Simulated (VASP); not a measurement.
```yaml
crystal:
  lattice:
    - [-1.60500, 1.60500, 3.91500]
    - [1.60500, -1.60500, 3.91500]
    - [1.60500, 1.60500, -3.91500]
  atoms:
    - { symbol: Si, position: [0.66500, 0.66500, 0.00000] }
    - { symbol: Si, position: [0.33500, 0.33500, 0.00000] }
    - { symbol: W, position: [0.00000, 0.00000, 0.00000] }
```

Method: PBE GGA with D3 dispersion (Becke-Johnson damping), VASP's PBE PAW potentials (set 64) (plane waves; VASP). Run with 400 eV cut-off, 12×12×12 Γ-centred mesh, first-order Methfessel-Paxton smearing of 0.10 eV, potentials Si W_sv.

### Question
Give the force on each atom (eV/Å).

### Answer

```csv
atom,Fx,Fy,Fz
Si1,0.000,0.000,0.130
Si2,0.000,0.000,-0.130
W3,0.000,0.000,0.000
```

### Question
Give the stress tensor in GPa (positive for a compressed cell).

### Answer

```
-3.21   0.00   0.00
 0.00  -3.21   0.00
 0.00   0.00  -3.05
```
The pressure is its mean diagonal, -3.16 GPa.

The compound is WSi2 in the MoSi2 type structure. The cell was not relaxed at this level. The run is one of a series of settings (IVDW = 12 against the base run), some of them coarse on purpose.
